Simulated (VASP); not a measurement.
InP (zinc blende): the mBJ gap over mesh and path against the volume, with the cell scaled uniformly; LDA's own equilibrium is at 24.741 Å³/atom. VASP (PAW), 400 eV cut-off, 9×9×9 Γ-centred mesh, Gaussian smearing of 0.050 eV, potentials In_d P. mBJ is a potential without an energy functional, so only the levels count.  Fit the value as a straight line in ln V.

```csv
V (Å³/atom),mBJ gap over mesh and path (eV)
22.514,2.250
23.256,2.085
23.999,1.919
24.741,1.755
25.483,1.592
26.225,1.433
```

### Question
Fit the rows as the text says and predict the value at 21.772.

### Answer
The slope against ln V is -5.36 eV, the volume deformation potential of this gap. The line misses the rows by up to 0.006 and gives 2.436 at 21.772. The run gave 2.189, -0.247 from the line, so the form doesn't hold that far.

Left out are failed runs and those whose mesh is unfit for this quantity.

The compound is InP in the zinc blende structure.
